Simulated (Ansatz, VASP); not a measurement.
## B2AsN: VASP beside Ansatz

```
B As N
1.0
     3.73226    0.00000    0.00000
    -1.86613    3.23223    0.00000
     0.00000    0.00000    3.73769
B As N
2 1 1
Direct
  0.33333 0.66667 0.00000
  0.66667 0.33333 0.00000
  0.00000 0.00000 0.00000
  0.00000 0.00000 0.50000
```

Alike in both runs: functional LDA; k mesh 15 × 15 × 12; occupations gaussian, width 0.1 eV; no spin polarisation.

Ansatz relaxed the structure, and its values are those at the end. VASP's run is a single point on that final structure, the one shown.

|  | VASP | Ansatz |
| --- | --- | --- |
| version | VASP 6.6.1 | Ansatz 0.2.0 |
| potentials or method | VASP PAW LDA potentials, release 64 (B, As, N) | scalar-relativistic, plane waves, PAW |
| plane-wave cutoff (eV) | 520 | 420 |
| valence electrons in the cell | 16 | 26 |

|  | VASP | Ansatz | Ansatz less VASP |
| --- | --- | --- | --- |
| gap on the k mesh at the Fermi level (eV) | none | none | - |
| pressure (GPa) | 1.1 | 0.0 | -1.13 |

A gap of «none» marks a metal or a gap that the smearing closes. The two sets of potentials don't hold the same shells in valence.
